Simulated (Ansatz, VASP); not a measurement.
Ba2MgB2: VASP beside Ansatz

```
Ba Mg B
1.0
    -2.87722    2.87722    4.21552
     2.87722   -2.87722    4.21552
     2.87722    2.87722   -4.21552
Ba Mg B
2 1 2
Direct
  0.75000 0.25000 0.50000
  0.25000 0.75000 0.50000
  0.00000 0.00000 0.00000
  0.40746 0.40746 0.00000
  0.59254 0.59254 0.00000
```

Alike in both runs: functional PBE; k mesh 6 × 6 × 6; occupations gaussian, width 0.1 eV; no spin polarisation.

Ansatz relaxed the structure, and its values are those at the end. VASP's run is a single point on that final structure, the one shown.

|  | VASP | Ansatz |
| --- | --- | --- |
| version | VASP 6.6.1 | Ansatz 0.2.0 |
| potentials or method | VASP PAW PBE potentials, release 64 (Ba_sv, Mg, B) | scalar-relativistic, plane waves, PAW |
| plane-wave cutoff (eV) | 520 | 420 |
| valence electrons in the cell | 28 | 36 |

VASP gave:

| Item | Value |
| --- | --- |
| gap on the k mesh at the Fermi level (eV) | none |
| pressure (GPa) | 0.3 |
| rms of the force components (eV/Å) | 0.012 |

Task: Estimate Ansatz's values.

Result: gap on the k mesh at the Fermi level (eV): none; pressure (GPa): -0.1; rms of the force components (eV/Å): 0.000.

A gap of «none» marks a metal or a gap that the smearing closes. With one functional, cell and mesh, what is left measures potentials, basis and numerics. The two sets of potentials don't hold the same shells in valence.

The runs have no spin-orbit coupling, so splittings on Ba are missing.
